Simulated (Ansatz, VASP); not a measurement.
# ZnS (Wurtzite-2H): VASP beside Ansatz, part 2 of 3

Aim: how closely do two programs agree when they are given the same cell, functional and k mesh? The cell is taken from a series of runs on this material, whose earlier steps may have relaxed, scaled, displaced or heated it; both programs get it as it stands.

VASP 6.6.1 and Ansatz 0.2.0.

So far: Starting point; VASP: zone-centre phonons, LDA.

## 2. VASP: zone-centre phonons, LDA (continued)

Level of this step: LDA; plane waves and PAW (S, Zn) (VASP).

OUTCAR, selected parts (step 2):

```text
ion  position               nearest neighbor table
   1  0.333  0.667  0.379-   3 2.23   4 2.23   4 2.23   4 2.23
   2  0.667  0.333  0.879-   4 2.23   3 2.23   3 2.23   3 2.23
   3  0.333  0.667  0.006-   1 2.23   2 2.23   2 2.23   2 2.23
   4  0.667  0.333  0.506-   2 2.23   1 2.23   1 2.23   1 2.23

  LATTYP: Found a hexagonal cell.
 ALAT       =     3.6306086320
 C/A-ratio  =     1.6501915012

 Subroutine GETGRP returns: Found 12 space group operations
 (whereof  6 operations were pure point group operations)

The static configuration has the point symmetry C_3v.
 The point group associated with its full space group is C_6v.

 Found     95 irreducible k-points:

   k-points           NKPTS =     95   k-points in BZ     NKDIM =     95   number of bands    NBANDS=     24

   dimension x,y,z NGX =    28 NGY =   28 NGZ =   48
   dimension x,y,z NGXF=    56 NGYF=   56 NGZF=   96

   ENCUT  =  500.0 eV  36.75 Ry    6.06 a.u.   6.62  6.62 10.92*2*pi/ulx,y,z

   NELECT =      36.0000    total number of electrons

 k-points in reciprocal lattice and weights: Automatic mesh
   0.00000000  0.00000000  0.00000000       0.001
   0.08333333 -0.00000000  0.00000000       0.005
   0.16666667 -0.00000000  0.00000000       0.005
   0.25000000 -0.00000000  0.00000000       0.005
   0.33333333 -0.00000000  0.00000000       0.005
   0.41666667  0.00000000  0.00000000       0.005
   0.50000000 -0.00000000  0.00000000       0.003
   0.08333333  0.08333333  0.00000000       0.005
   0.16666667  0.08333333  0.00000000       0.010
[...]
-1.815304316  3.144199307  0.000000000     0.000000000  0.318045996  0.000000000
     0.000000000  0.000000000  5.991199509     0.000000000  0.000000000  0.166911484

 POSITION                                       TOTAL-FORCE (eV/Angst)
 -----------------------------------------------------------------------------------
      0.00000      2.09613      2.26883         0.000000      0.000000     -0.000935
      1.81530      1.04807      5.26443        -0.000000      0.000000     -0.000935
      0.00000      2.09613      0.03778        -0.000000     -0.000000      0.000935
      1.81530      1.04807      3.03338        -0.000000     -0.000000      0.000935
 -----------------------------------------------------------------------------------
    total drift:                                0.000000      0.000000      0.001630

 MACROSCOPIC STATIC DIELECTRIC TENSOR (including local field effects in DFT)
 ------------------------------------------------------
           6.031037     0.000000     0.000000
           0.000000     6.031037     0.000000
           0.000000     0.000000     6.187829
 ------------------------------------------------------

 PIEZOELECTRIC TENSOR (including local field effects)  for field in x, y, z        (C/m^2)
          XX          YY          ZZ          XY          YZ          ZX
  --------------------------------------------------------------------------------
  x     0.00000    -0.00000     0.00000     0.00000     0.00000     0.36040
  y     0.00000    -0.00000     0.00000     0.00000     0.36039     0.00000
  z     0.32321     0.32321    -0.69020     0.00000    -0.00000     0.00000

 BORN EFFECTIVE CHARGES (including local field effects) (in |e|, cummulative output)
 ---------------------------------------------------------------------------------
 ion    1
    1    -1.72290    -0.00000     0.00000
    2    -0.00000    -1.72290     0.00000
    3     0.00000     0.00000    -1.83206
 ion    2
    1    -1.72290     0.00000    -0.00000
    2    -0.00000    -1.72290    -0.00000
    3    -0.00000     0.00000    -1.83206
 ion    3
    1     1.72290     0.00000    -0.00000
    2    -0.00000     1.72290    -0.00000
    3     0.00000     0.00000     1.83206
 ion    4
    1     1.72290     0.00000     0.00000
    2     0.00000     1.72290     0.00000
    3     0.00000    -0.00000     1.83206

 Eigenvectors and eigenvalues of the dynamical matrix
 ----------------------------------------------------

   1 f  =   11.840084 THz    74.393441 2PiTHz  394.942686 cm-1    48.966630 meV
             X         Y         Z           dx          dy          dz
      0.000000  2.096133  2.268827     0.000000   -0.000000    0.683612
      1.815304  1.048066  5.264427    -0.000000    0.000000   -0.683612
      0.000000  2.096133  0.037785     0.000000   -0.000000   -0.180763
      1.815304  1.048066  3.033384    -0.000000    0.000000    0.180763

   2 f  =   10.389364 THz    65.278299 2PiTHz  346.551877 cm-1    42.966937 meV
             X         Y         Z           dx          dy          dz
      0.000000  2.096133  2.268827    -0.599339   -0.000003   -0.000000
      1.815304  1.048066  5.264427     0.599339    0.000003   -0.000000
      0.000000  2.096133  0.037785    -0.375223   -0.000002    0.000000
      1.815304  1.048066  3.033384     0.375223    0.000002    0.000000

   3 f  =   10.389364 THz    65.278299 2PiTHz  346.551877 cm-1    42.966937 meV
             X         Y         Z           dx          dy          dz
      0.000000  2.096133  2.268827    -0.000003    0.599339   -0.000000
      1.815304  1.048066  5.264427     0.000003   -0.599339   -0.000000
      0.000000  2.096133  0.037785    -0.000002    0.375223    0.000000
      1.815304  1.048066  3.033384     0.000002   -0.375223    0.000000

   4 f  =   10.120148 THz    63.586765 2PiTHz  337.571801 cm-1    41.853550 meV
             X         Y         Z           dx          dy          dz
      0.000000  2.096133  2.268827    -0.000000    0.000000   -0.579822
      1.815304  1.048066  5.264427    -0.000000    0.000000   -0.579822
      0.000000  2.096133  0.037785     0.000000   -0.000000    0.404730
      1.815304  1.048066  3.033384     0.000000   -0.000000    0.404730

   5 f  =   10.112647 THz    63.539635 2PiTHz  337.321593 cm-1    41.822528 meV
             X         Y         Z           dx          dy          dz
      0.000000  2.096133  2.268827    -0.579079    0.000003    0.000000
      1.815304  1.048066  5.264427    -0.579079    0.000003    0.000000
      0.000000  2.096133  0.037785     0.405793   -0.000002   -0.000000
      1.815304  1.048066  3.033384     0.405793   -0.000002   -0.000000

   6 f  =   10.112647 THz    63.539635 2PiTHz  337.321593 cm-1    41.822528 meV
             X         Y         Z           dx          dy          dz
      0.000000  2.096133  2.268827     0.000003    0.579079    0.000000
      1.815304  1.048066  5.264427     0.000003    0.579079    0.000000
      0.000000  2.096133  0.037785    -0.000002   -0.405793   -0.000000
      1.815304  1.048066  3.033384    -0.000002   -0.405793   -0.000000

   7 f  =    6.445461 THz    40.498027 2PiTHz  214.997444 cm-1    26.656274 meV
             X         Y         Z           dx          dy          dz
      0.000000  2.096133  2.268827    -0.000000    0.000000   -0.180763
      1.815304  1.048066  5.264427     0.000000    0.000000    0.180763
      0.000000  2.096133  0.037785     0.000000   -0.000000   -0.683612
      1.815304  1.048066  3.033384     0.000000    0.000000    0.683612

   8 f  =    1.768735 THz    11.113291 2PiTHz   58.998657 cm-1     7.314898 meV
             X         Y         Z           dx          dy          dz
      0.000000  2.096133  2.268827    -0.375223    0.000158    0.000000
      1.815304  1.048066  5.264427     0.375223   -0.000158    0.000000
      0.000000  2.096133  0.037785     0.599339   -0.000253    0.000000
      1.815304  1.048066  3.033384    -0.599339    0.000253    0.000000

   9 f  =    1.768735 THz    11.113291 2PiTHz   58.998657 cm-1     7.314898 meV
             X         Y         Z           dx          dy          dz
      0.000000  2.096133  2.268827    -0.000158   -0.375223   -0.000000
      1.815304  1.048066  5.264427     0.000158    0.375223   -0.000000
      0.000000  2.096133  0.037785     0.000253    0.599339   -0.000000
      1.815304  1.048066  3.033384    -0.000253   -0.599339   -0.000000

  10 f/i=    0.003288 THz     0.020660 2PiTHz    0.109680 cm-1     0.013599 meV
             X         Y         Z           dx          dy          dz
      0.000000  2.096133  2.268827    -0.390925   -0.108837    0.000000
      1.815304  1.048066  5.264427    -0.390925   -0.108837    0.000000
      0.000000  2.096133  0.037785    -0.557861   -0.155314    0.000000
      1.815304  1.048066  3.033384    -0.557861   -0.155314    0.000000

  11 f/i=    0.003288 THz     0.020660 2PiTHz    0.109680 cm-1     0.013599 meV
             X         Y         Z           dx          dy          dz
      0.000000  2.096133  2.268827    -0.108837    0.390925    0.000000
      1.815304  1.048066  5.264427    -0.108837    0.390925    0.000000
      0.000000  2.096133  0.037785    -0.155314    0.557861    0.000000
      1.815304  1.048066  3.033384    -0.155314    0.557861    0.000000

  12 f/i=    0.015281 THz     0.096015 2PiTHz    0.509728 cm-1     0.063198 meV
             X         Y         Z           dx          dy          dz
      0.000000  2.096133  2.268827     0.000000   -0.000000    0.404730
      1.815304  1.048066  5.264427     0.000000   -0.000000    0.404730
      0.000000  2.096133  0.037785     0.000000   -0.000000    0.579822
      1.815304  1.048066  3.033384     0.000000   -0.000000    0.579822

 MACROSCOPIC STATIC DIELECTRIC TENSOR IONIC CONTRIBUTION
 ------------------------------------------------------
           1.744347     0.000000     0.000000
           0.000000     1.744347    -0.000000
           0.000000    -0.000000     1.972099
 ------------------------------------------------------

 ELASTIC MODULI CONTR FROM IONIC RELAXATION (kBar)
 Direction    XX          YY          ZZ          XY          YZ          ZX
 --------------------------------------------------------------------------------
 XX        -669.1414    240.3935    391.7989      0.0000     -0.0000      0.0000
 YY         240.3935   -669.1414    391.7989     -0.0000      0.0000     -0.0000
 ZZ         391.7989    391.7989   -716.0682     -0.0000     -0.0000      0.0000
 XY           0.0000     -0.0000     -0.0000   -454.7674     -0.0000      0.0000
 YZ          -0.0000      0.0000     -0.0000     -0.0000   -198.3163     -0.0000
 ZX           0.0000     -0.0000      0.0000      0.0000     -0.0000   -217.3715
 --------------------------------------------------------------------------------

 PIEZOELECTRIC TENSOR IONIC CONTR  for field in x, y, z        (C/m^2)
          XX          YY          ZZ          XY          YZ          ZX
  --------------------------------------------------------------------------------
  x     0.00000    -0.00000     0.00000    -0.00000    -0.00000    -0.57942
  y    -0.00000     0.00000    -0.00000    -0.00000    -0.55344    -0.00000
  z    -0.61182    -0.61182     1.11819     0.00000     0.00000    -0.00000
```

(Part 2 of 3 ends here.)

[Lines on the potential files, build, host, timing and source positions are cut from VASP's logs without a mark.]

[Logs are printed without paths, hosts, clocks, repeated set-up lines and the standing remarks that a program may print on its own settings, such as how far it seeks lower states.]

[Hosts, paths, dates, database ids (printed as entryN), source tags and the programs' standing remarks are cut or masked in the printed files.]
